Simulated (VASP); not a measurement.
Ni₃Al (L1_2) is relaxed at rising pressure, each step from the one before. Symmetry mostly holds the structure type, and other phases were not tried. The mesh follows the cell, and a change of mesh leaves a small step in the series.

Given:

```xyz
4
Lattice="3.5186 0.0000 0.0000 0.0000 3.5186 0.0000 0.0000 0.0000 3.5186" Properties=species:S:1:pos:R:3 pbc="T T T"
Al     0.0000     0.0000     0.0000
Ni     0.0000     1.7593     1.7593
Ni     1.7593     0.0000     1.7593
Ni     1.7593     1.7593     0.0000
```
Starting moments (μB, in the order of the record's atoms Al Ni Ni Ni): 0.0 0.2 0.2 0.2.

These are PBEsol GGA, VASP's PBE PAW potentials (set 64) (plane waves; VASP 6.6.1) values and carry that method's errors. Settings: 500 eV cut-off, 9×9×9 Γ-centred mesh, first-order Methfessel-Paxton smearing of 0.10 eV, potentials Al Ni.

```
P (GPa)  V (Å³/atom)  H − H(0) (eV/atom)  space group  gap on the mesh (eV)  k-mesh
-------  -----------  ------------------  -----------  --------------------  ------
0              10.89               0.000        Pm-3m                  0.00   9×9×9
5              10.63               0.336        Pm-3m                  0.00   9×9×9
10             10.41               0.664        Pm-3m                  0.00   9×9×9
20             10.04               1.302        Pm-3m                  0.00   9×9×9
30              9.72               1.918        Pm-3m                  0.00   9×9×9
45              9.32               2.808        Pm-3m                  0.00   9×9×9
```

Pressures at which the relaxation failed are left out.

The compound is Ni3Al in the L1_2 structure.
